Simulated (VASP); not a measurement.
All values below come from r2SCAN meta-GGA, VASP's PBE PAW potentials (set 64) (plane waves; VASP).

Input for VASP

INCAR:
```
SYSTEM = WSe2
PREC = Accurate; ENCUT = 400; LREAL = .FALSE.
LASPH = .TRUE.
EDIFF = 1E-6; NELM = 100; ALGO = Normal
LMAXMIX = 6; LMIXTAU = .TRUE.
ISMEAR = 0; SIGMA = 0.05
METAGGA = R2SCAN
IBRION = 2; NSW = 60; ISIF = 3
EDIFFG = -0.02
LWAVE = .FALSE.; LCHARG = .FALSE.
```

**KPOINTS**
```
K-points
0
Gamma
 7 7 2
0 0 0
```

File POSCAR:
```
WSe2
1.0
  1.6579132572  -2.8715896612   0.0000000000
  1.6579132572   2.8715896612   0.0000000000
  0.0000000000   0.0000000000  13.6525989981
W Se
2 4
Cartesian
  1.6579132572   0.9571984681   3.4131497495
  1.6579132572  -0.9571984681  10.2394492486
  1.6579132572   0.9571984681  11.9033075863
  1.6579132572  -0.9571984681   5.0770080872
  1.6579132572  -0.9571984681   1.7492914118
  1.6579132572   0.9571984681   8.5755909109
```

POTCAR, in this order: W_sv Se (PBE.64 set). Program: vasp_std.

The resulting files:

File OSZICAR:
```
       N       E                     dE             d eps       ncg     rms          rms(c)
DAV:   1     0.329451602270E+03    0.32945E+03   -0.25774E+04  1128   0.136E+03
DAV:   2    -0.149350768893E+03   -0.47880E+03   -0.46804E+03  1230   0.386E+02
DAV:   3    -0.176426566424E+03   -0.27076E+02   -0.26897E+02  1229   0.869E+01
DAV:   4    -0.177070318166E+03   -0.64375E+00   -0.64161E+00  1229   0.134E+01
DAV:   5    -0.177082908486E+03   -0.12590E-01   -0.12583E-01  1240   0.189E+00    0.316E+01
DAV:   6    -0.171462245476E+03    0.56207E+01   -0.10968E+01  1232   0.242E+01    0.977E+00
DAV:   7    -0.166419078143E+03    0.50432E+01   -0.31271E+00  1247   0.812E+00    0.410E+00
DAV:   8    -0.166199968510E+03    0.21911E+00   -0.80491E-01  1317   0.595E+00    0.131E+00
DAV:   9    -0.164618195356E+03    0.15818E+01   -0.18371E-01  1125   0.318E+00    0.642E-01
DAV:  10    -0.163884093586E+03    0.73410E+00   -0.77616E-02  1118   0.191E+00    0.222E-01
DAV:  11    -0.163347141783E+03    0.53695E+00   -0.25315E-01  1104   0.311E+00    0.263E-01
DAV:  12    -0.163296154766E+03    0.50987E-01   -0.10592E-02  1217   0.684E-01    0.266E-01
DAV:  13    -0.163291281013E+03    0.48738E-02   -0.31088E-03  1132   0.404E-01    0.323E-01
DAV:  14    -0.163514973991E+03   -0.22369E+00   -0.17346E-01  1013   0.234E+00    0.289E-01
DAV:  15    -0.163575019439E+03   -0.60045E-01   -0.14048E-02  1111   0.741E-01    0.182E-01
DAV:  16    -0.163590214382E+03   -0.15195E-01   -0.74054E-03  1132   0.511E-01    0.139E-01
DAV:  17    -0.163590106867E+03    0.10752E-03   -0.19364E-04  1237   0.683E-02    0.152E-01
DAV:  18    -0.163592010725E+03   -0.19039E-02   -0.35472E-03  1097   0.333E-01    0.156E-01
DAV:  19    -0.163591308493E+03    0.70223E-03   -0.13815E-03  1062   0.262E-01    0.936E-02
DAV:  20    -0.163592090868E+03   -0.78237E-03   -0.66390E-04  1132   0.134E-01    0.496E-02
DAV:  21    -0.163591942244E+03    0.14862E-03   -0.56166E-05  1167   0.468E-02    0.404E-02
DAV:  22    -0.163592274772E+03   -0.33253E-03   -0.18270E-04  1139   0.711E-02    0.241E-02
DAV:  23    -0.163592320186E+03   -0.45414E-04   -0.39500E-05   985   0.375E-02    0.172E-02
DAV:  24    -0.163592324578E+03   -0.43925E-05   -0.91168E-06  1111   0.180E-02    0.126E-02
DAV:  25    -0.163592319924E+03    0.46547E-05   -0.70252E-06  1129   0.125E-02    0.911E-03
DAV:  26    -0.163592314775E+03    0.51483E-05   -0.88993E-06   997   0.189E-02    0.807E-03
DAV:  27    -0.163592317654E+03   -0.28788E-05   -0.82721E-07   629   0.593E-03    0.732E-03
DAV:  28    -0.163592323691E+03   -0.60367E-05   -0.18041E-06   730   0.956E-03    0.537E-03
DAV:  29    -0.163592324382E+03   -0.69064E-06   -0.70116E-07   650   0.529E-03
   1 F= -.16359232E+03 E0= -.16359232E+03  d E =-.163592E+03
```

**OUTCAR**
```
------------------------ aborting loop because EDIFF is reached ----------------------------------------
  FORCE on cell =-STRESS in cart. coord.  units (eV):
  Direction    XX          YY          ZZ          XY          YZ          ZX
  --------------------------------------------------------------------------------------
  Total        0.0568744      0.0568744     -0.0180675      0.0000000      0.0000000     -0.0000000
  in kB        0.7009679      0.7009678     -0.2226787      0.0000000      0.0000000     -0.0000000
  external PRESSURE =       0.3930857 kB  Pullay stress =       0.0000000 kB
  volume of cell :      130.00
      direct lattice vectors                 reciprocal lattice vectors
     1.657913257 -2.871589661  0.000000000     0.301583933 -0.174119585  0.000000000
     1.657913257  2.871589661  0.000000000     0.301583933  0.174119585  0.000000000
     0.000000000  0.000000000 13.652598998     0.000000000  0.000000000  0.073246127
 POSITION                                       TOTAL-FORCE (eV/Angst)
 -----------------------------------------------------------------------------------
      1.65791      0.95720      3.41315        -0.000000      0.000000      0.000000
      1.65791     -0.95720     10.23945         0.000000     -0.000000      0.000000
      1.65791      0.95720     11.90331        -0.000000      0.000000     -0.007025
      1.65791     -0.95720      5.07701        -0.000000     -0.000000     -0.007025
      1.65791     -0.95720      1.74929         0.000000     -0.000000      0.007025
      1.65791      0.95720      8.57559        -0.000000      0.000000      0.007025
 -----------------------------------------------------------------------------------
    total drift:                               -0.000147      0.001081     -0.000033
  FREE ENERGIE OF THE ION-ELECTRON SYSTEM (eV)
  ---------------------------------------------------
  free  energy   TOTEN  =      -163.5923243816 eV

  energy  without entropy=     -163.5923243816  energy(sigma->0) =     -163.59232438

 reached required accuracy - stopping structural energy minimisation
```
(Selected blocks of OUTCAR.)

The compound is WSe2 in the 2H layered structure. It was relaxed first, which changed the volume by +8 %. The start is the result of an earlier pass.
